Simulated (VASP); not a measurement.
Crystal: Y3F.

```xyz
4
Lattice="6.2667 0.0000 0.0000 -3.1333 5.4271 0.0000 0.0000 0.0000 3.3620" Properties=species:S:1:pos:R:3 pbc="T T T"
Y     3.1333    0.0000    0.0000
Y    -1.5667    2.7135    0.0000
Y     1.5667    2.7135    0.0000
F     0.0000    0.0000    0.0000
```

The cell was built by a generator and needn't be a form met in nature.

Base run:

* Program: VASP 6.6.1
* Functional: TPSS
* Potentials or basis: VASP PAW PBE potentials, release 64 (Y_sv, F)
* Cutoff: 520 eV
* k mesh: 4 × 4 × 6
* Occupations: fermi-dirac, width 0.05 eV
* Spin: no spin polarisation

Its results: pressure -1.0 GPa.

Q: The run is repeated on the same cell with these changes: functional from TPSS to r2SCAN. What comes out?

A: Pressure -0.5 GPa.

Caveats: the PAW data sets were made with another functional, which shifts forces and pressure a little.

Not every run made on this cell is shown here.
